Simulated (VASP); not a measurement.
Consider the following.

```xyz
1
Lattice="-1.5767 1.5767 1.5767 1.5767 -1.5767 1.5767 1.5767 1.5767 -1.5767" Properties=species:S:1:pos:R:3 pbc="T T T"
W      0.0000     0.0000     0.0000
```

The numbers are results of SCAN meta-GGA, VASP's PBE PAW potentials (set 64) (plane waves; VASP), not measurements. Numerical set-up: 520 eV cut-off, 16×16×16 Γ-centred mesh, first-order Methfessel-Paxton smearing of 0.10 eV, potentials W_sv.

Unless said otherwise, spin-orbit coupling is left out, though it shifts the bands of the heavy elements here.

Q: What does the run give for the energy per atom (σ→0), band gap (on the k-mesh) with the smallest direct gap where there is one?

A: 
band gap (on the k-mesh): none (metal, semimetal or under 0.01 eV)
energy per atom (σ→0): -69.694 eV/atom

Total energies compare only between runs with the same potentials, cut-off and functional.

The compound is W in the bcc structure. It was relaxed first.
